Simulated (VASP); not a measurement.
```
CELL_PARAMETERS angstrom
      0.00000     3.06000     3.06000
      3.06000     0.00000     3.06000
      3.06000     3.06000     0.00000
ATOMIC_POSITIONS crystal
  Pb 0.00000 0.00000 0.00000
  Se 0.50000 0.50000 0.50000
```

These are PBE GGA, VASP's PBE PAW potentials (set 64) (plane waves; VASP) values and carry that method's errors. Settings: 400 eV cut-off, 7×7×7 Γ-centred mesh, Gaussian smearing of 0.050 eV, potentials Pb_d Se.

Estimate the energy per atom (σ→0), pressure.

```json
{
  "energy per atom (σ→0)": "-4.090 eV/atom",
  "pressure": "23.8 kbar"
}
```

The compound is PbSe in the rock salt structure. The cell was not relaxed at this level. The run is one of a series of settings (EDIFF = 1E-8 against the base run), some of them coarse on purpose.
